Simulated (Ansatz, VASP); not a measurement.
# Cross-check of Zr (Zr(10-10)) between VASP and Ansatz, part 2 of 2

One calculation is typed for both programs; each brings its own data sets and cutoff. How far apart do they land?

VASP 6.6.1 and Ansatz 0.2.0.

So far: Set-up; VASP: single point, PBE.

In doubt: too few empty bands were carried, so the values of those runs are not to be relied on.

## Step 3: Ansatz: single point, PBE

Level of this step: Ansatz beside VASP: Kohn-Sham DFT, plane waves, PBE (Ansatz).

Ansatz runs on its default PAW (the set named soft_2) files.

The same cell, functional, mesh and smearing now go to Ansatz, which takes its cutoff from its data sets.

input.yaml reads:

```yaml
crystal:
  lattice:
    - [3.2339397499, 0.0, 0.0]
    - [0.0, 5.1656717439, 0.0]
    - [0.0, 0.0, 29.9369278812]
  atoms:
    - { symbol: Zr, position: [0.0, 0.0, 0.2537484252] }
    - { symbol: Zr, position: [0.5, 0.0, 0.34245886] }
    - { symbol: Zr, position: [0.5, 0.5, 0.2827383582] }
    - { symbol: Zr, position: [0.0, 0.0, 0.4365598058] }
    - { symbol: Zr, position: [0.0, 0.5, 0.3750949815] }
    - { symbol: Zr, position: [0.5, 0.0, 0.5313682109] }
    - { symbol: Zr, position: [0.5, 0.5, 0.4686317891] }
    - { symbol: Zr, position: [0.0, 0.0, 0.6249050185] }
    - { symbol: Zr, position: [0.0, 0.5, 0.5634401942] }
    - { symbol: Zr, position: [0.5, 0.0, 0.7172616418] }
    - { symbol: Zr, position: [0.5, 0.5, 0.65754114] }
    - { symbol: Zr, position: [0.0, 0.5, 0.7462515748] }
hamiltonian:
  xc: pbe
  pseudopotentials: { kind: paw }
kpoints:
  mp_grid: { grid: [9, 6, 1] }
scf:
  occupations: { method: methfessel_paxton, width: 0.15 }
  n_extra_bands: 7
efield:
  axis: 3
  dipole_correction: true
  ramp_width: 0.04
output:
  forces: true
  eigenvalues: true
```

The run is started by

```console
$ ansatz run input.yaml --threads 4 --pin off --max-ram 9216MiB --backend cpu --events-out ev --progress --plain --runs-dir out
```

Numbers of over 12 decimals in the logs are rounded to 6 here.

What it wrote:

```text
scf.n_extra_bands = 7 over 72 filled bands (N_el = 144.0): the run solves 79 bands
Engine: ansatz 0.2.0, aarch64-unknown-linux-gnu
Pseudopotentials: kind: paw
Pseudopotential: Zr, paw, valence charge 12, recommended cutoff 420 eV (normal), Zr.paw.azcp
Functional definition: PBE
  parameter kappa = 0.804
  parameter beta = 0.066725
  exchange = pbe_x(kappa = kappa, mu = beta*pi^2/3)
  correlation = pbe_c(beta = beta)
Crystal: 12 atoms, lattice volume = 500.110 Å³
Basis set: ecut = 420 eV, 9819 PW (Γ), exchange–correlation on 48×72×432 points (8 copies of the dense FFT grid, shifted against one another)
Bands: 79, of which v1, the nominal top of the filled ones, is band 72 counted from 1 (71 counted from 0)
Symmetry: 4 space group operations
k-points: 20 of 54
Non-local potential: Zr, projectors of the file, l = 0: 3, l = 1: 2, l = 2: 2, l = 3: 2
PAW form: soft (Blöchl's): semilocal exchange-correlation on the pseudo side does not see the compensation charge
PAW one-centre angular grid: Zr, 590 points (default); XC on 64 Gauss nodes
Initial density: superposition of atomic densities (neutral atoms: chi_scale 0, normalization atom), corrected by the library's trained network
Initial wavefunctions: pseudopotential atomic-orbital guess
Functional: x = pbe(κ = 0.804, μ = 0.219515), c = pbe(β = 0.066725)
SCF iter   1: F=—  HF=-50202.535490 eV  |F-HF|=—  |Δ(HF+E_count)|=         —  Δρ=3.34e-3  dr2=2.32e-1  ethr=1.77e-3  p=0.000 e·Å  D=9.24e-14 V/Å  ΔV_dip=-0.00 eV  dr2_dipole=2.46e-6  V_vac-E_F(+/−)=3.64/3.63 eV  ⟨swp⟩=7.6  Hψ=7015  notcnv=0
efield: sawtooth ramp at fractional position 0.9800 (placed from the atoms, in the widest stretch of the axis that holds none; the zero of the levels goes with the place), width 0.0400; the density the first Hamiltonian is built on has a dipole p = 0.000 e·Å; the dipole correction subtracts the counter field D = 9.24e-14 V/Å, which shifts the + side's vacuum level by -0.00 eV against the − side's; the planar-averaged density in the ramp window peaks in size at 4.8e-5 e/Å³
preconditioner: auto → LDOS  [metal: Δε(μ)=0.019 eV  Ē_g=2.046 eV  σ=0.150 eV  W_gap=0.11  n_scr=76 (ndim 8)  ℏωp=11.5 eV  f_vac=0.385  D(μ)=16.91/eV (n_scr^D=140)  β→1.0]
SCF iter   2: F=—  HF=-50202.551996 eV  |F-HF|=—  |Δ(HF+E_count)|=   1.65e-2  S|Δr|=    0.00e0  Δρ=1.06e-3  dr2=1.24e-2  ethr=1.61e-4  p=-0.000 e·Å  D=-1.73e-5 V/Å  ΔV_dip=0.00 eV  dr2_dipole=7.55e-7  V_vac-E_F(+/−)=3.71/3.71 eV  ⟨swp⟩=2.4  Hψ=2395  notcnv=0
SCF iter   3: F=—  HF=-50202.551607 eV  |F-HF|=—  |Δ(HF+E_count)|=   3.89e-4  S|Δr|=    0.00e0  Δρ=3.73e-4  dr2=1.42e-3  ethr=8.58e-6  p=-0.000 e·Å  D=-1.07e-5 V/Å  ΔV_dip=0.00 eV  dr2_dipole=6.89e-7  V_vac-E_F(+/−)=3.75/3.75 eV  ⟨swp⟩=3.2  Hψ=3403  notcnv=0
SCF iter   4: F=—  HF=-50202.551565 eV  |F-HF|=—  |Δ(HF+E_count)|=   4.14e-5  S|Δr|=    0.00e0  Δρ=1.53e-4  dr2=3.29e-4  ethr=9.83e-7  p=-0.000 e·Å  D=-5.98e-6 V/Å  ΔV_dip=0.00 eV  dr2_dipole=7.11e-9  V_vac-E_F(+/−)=3.77/3.77 eV  ⟨swp⟩=2.0  Hψ=2783  notcnv=0
SCF iter   5: F=—  HF=-50202.551575 eV  |F-HF|=—  |Δ(HF+E_count)|=   9.41e-6  S|Δr|=    0.00e0  Δρ=5.14e-5  dr2=5.17e-5  ethr=2.29e-7  p=-0.000 e·Å  D=-2.83e-6 V/Å  ΔV_dip=0.00 eV  dr2_dipole=4.65e-9  V_vac-E_F(+/−)=3.78/3.78 eV  ⟨swp⟩=2.9  Hψ=3207  notcnv=0
SCF iter   6: F=—  HF=-50202.552044 eV  |F-HF|=—  |Δ(HF+E_count)|=   4.69e-4  S|Δr|=    0.00e0  Δρ=2.11e-5  dr2=5.27e-6  ethr=3.59e-8  p=-0.000 e·Å  D=-9.23e-7 V/Å  ΔV_dip=0.00 eV  dr2_dipole=1.90e-9  V_vac-E_F(+/−)=3.79/3.79 eV  ⟨swp⟩=2.4  Hψ=2132  notcnv=0
SCF iter   7: F=—  HF=-50202.552046 eV  |F-HF|=—  |Δ(HF+E_count)|=   2.24e-6  S|Δr|=    0.00e0  Δρ=9.26e-6  dr2=8.27e-7  ethr=3.66e-9  p=-0.000 e·Å  D=-1.42e-7 V/Å  ΔV_dip=0.00 eV  dr2_dipole=1.46e-10  V_vac-E_F(+/−)=3.79/3.79 eV  ⟨swp⟩=3.0  Hψ=3053  notcnv=0
SCF iter   8: F=—  HF=-50202.552046 eV  |F-HF|=—  |Δ(HF+E_count)|=   4.16e-7  S|Δr|=    0.00e0  Δρ=4.03e-6  dr2=1.64e-7  ethr=5.74e-10  p=0.000 e·Å  D=7.31e-8 V/Å  ΔV_dip=-0.00 eV  dr2_dipole=2.57e-11  V_vac-E_F(+/−)=3.79/3.79 eV  ⟨swp⟩=15.9  Hψ=3578  notcnv=1
SCF iter   9: F=-50202.552046 eV  HF=-50202.552046 eV  |F-HF|=7.64e-10  |Δ(HF+E_count)|=   7.88e-7  S|Δr|=    0.00e0  Δρ=2.00e-6  dr2=3.00e-8  ethr=6.94e-11  p=0.000 e·Å  D=2.80e-7 V/Å  ΔV_dip=-0.00 eV  dr2_dipole=1.93e-11  V_vac-E_F(+/−)=3.79/3.79 eV  ⟨swp⟩=10.7  Hψ=6327  notcnv=0
WARN: the bands leave out some 2.758e-3 electrons a cell, over the threshold 1e-3 (by scf.eigensolver.empty_state_threshold): the first level above them, at 6.4737 eV, would hold -5.149e-2 of 2 at k-index 11, k = (0.2222, -0.5000, 0.0000) — raise scf.n_extra_bands (try 87 bands in all)
SCF 1 converged in 9 iterations: F = -50202.552046 eV  dr2 = 3.00e-8
  greatest PAW one-centre occupation: 0.996 electrons in one spin orbital (limit 2), on the Zr atom at site 11 (counted from 0), in its partial waves of l = 0
SCF converged after 9 iterations
Stability not checked: this state was not tested for a lower state beside it, because cold or Methfessel-Paxton smearing, or corrected tetrahedra, fill the levels in a way that the test cannot read (fill_not_monotonic; see scf.lower_state_search)
Free energy (F): -50202.552046 eV
Harris-Foulkes:  -50202.552046 eV  (|F-HF|=7.64e-10)
Internal energy: -50202.545020 eV  (E = F + TS)
E sigma→0 (E₀):  -50202.550290 eV
Entropy (-TS):   -0.007027 eV (-0.586 meV/atom)
Fermi energy:    6.242404 eV
Dipole field:    D = -0.000003 V/Å  (p = -0.000010 e·Å, saw-weighted, corrected)
Work function:   Φ+ = 3.7917 eV   Φ− = 3.7917 eV
Levels:          The Fermi level and band energies are counted from a zero that moves with the ramp; work functions are not
--- Per-component energies (eV) ---
  E_band       = -2283.407585
  E_kinetic    = 3983.076810
  E_local      = -118119.682247  (includes V_loc(G=0)·N_el)
  E_nonlocal   = 969.129199
  E_hartree    = 57065.924460
  E_xc         = -1932.034223
  E_vxc        = -2280.557453  (∫ρ·V_xc dr)
  E_paw        = -35449.850591  (= ΣΔE_a)
  E_vpaw       = -967.221688  (= ΣTr[D̂ρ^β])
  E_aug_tail   = 0.000295  (compensation charges beyond the density's cutoff)
  E_efield     = 0.000000  (sawtooth field / dipole correction)
  E_vefield    = 0.000000  (∫n·V_field dr)
  E_ewald      = 43280.891277
  E_smearing   = -0.007027  (= −TS)
  E_closure    = 0.000000  (closes the sum)
  Σ components = -50202.552046   (vs F -50202.552046, Δ=0.00e0)
--- Forces (eV/Å), atoms counted from 1 ---
  atom   1  Zr     0.00000000     0.00000000     0.04189795
  atom   2  Zr    -0.00000000     0.00000000    -0.01117845
  atom   3  Zr     0.00000000     0.00000000     0.01240917
  atom   4  Zr     0.00000000     0.00000000     0.02883383
  atom   5  Zr     0.00000000     0.00000000     0.00211673
  atom   6  Zr    -0.00000000     0.00000000    -0.03294649
  atom   7  Zr     0.00000000     0.00000000     0.03263148
  atom   8  Zr    -0.00000000     0.00000000    -0.00193541
  atom   9  Zr    -0.00000000     0.00000000    -0.02847724
  atom  10  Zr    -0.00000000     0.00000000    -0.01270504
  atom  11  Zr     0.00000000     0.00000000     0.01141741
  atom  12  Zr    -0.00000000     0.00000000    -0.04203620
  max |Σ_I F_I| component: 2.77e-5 eV/Å
--- Band table (eV; the first three rows and the last of 20) ---
  k-point 0: bands = [... 68 lower, 6.1613, 6.3041, 6.6531, 6.7731, 6.8398, 6.9376, 6.9401, 6.9591, ... 3 higher]
  k-point 1: bands = [... 68 lower, 6.2241, 6.3397, 6.3944, 6.6386, 6.8358, 6.8783, 7.0048, 7.0224, ... 3 higher]
  k-point 2: bands = [... 68 lower, 6.0019, 6.3143, 6.3952, 6.4361, 6.5828, 6.6273, 6.6596, 6.7157, ... 3 higher]
  k-point 19: bands = [... 68 lower, 5.5583, 5.5583, 5.7147, 5.7148, 6.2747, 6.2748, 6.5242, 6.5242, ... 3 higher]
```

Wall time 38 s (4 threads of Arm Neoverse V1, shared host); peak memory 1.4 GiB.

The column dr2 measures how far the density is from self-consistency, as an energy; F and HF (Harris–Foulkes) agree once it is small.

## Step 4: Side by side

Known differences besides the PAW data sets themselves: the cutoff is 420 eV in Ansatz and 320 eV in VASP (PREC = Normal). Total energies have different zeros and are not compared.

Both answers:

```
                                   quantity  Ansatz  VASP  difference
 work function, lower of the two faces (eV)    3.79  3.79        0.00
work function, higher of the two faces (eV)    3.79  3.79        0.00
```

At this near-relaxed geometry the largest component of a force difference is 14 meV/Å.

## Step 5: Summary of results

```
difference in work function, higher of the two faces (single point, PBE) : 0.0013 eV
```

In words: The difference in work function, higher of the two faces is 0.0013 eV (single point, PBE). Differences of this kind measure data sets and numerical settings, not the functional's error against experiment.

[Lines on the potential files, build, host, timing and source positions are cut from VASP's logs without a mark.]

[Logs are printed without paths, hosts, clocks, repeated set-up lines and the standing remarks that a program may print on its own settings, such as how far it seeks lower states.]

[Hosts, paths, dates, database ids (printed as entryN), source tags and the programs' standing remarks are cut or masked in the printed files.]
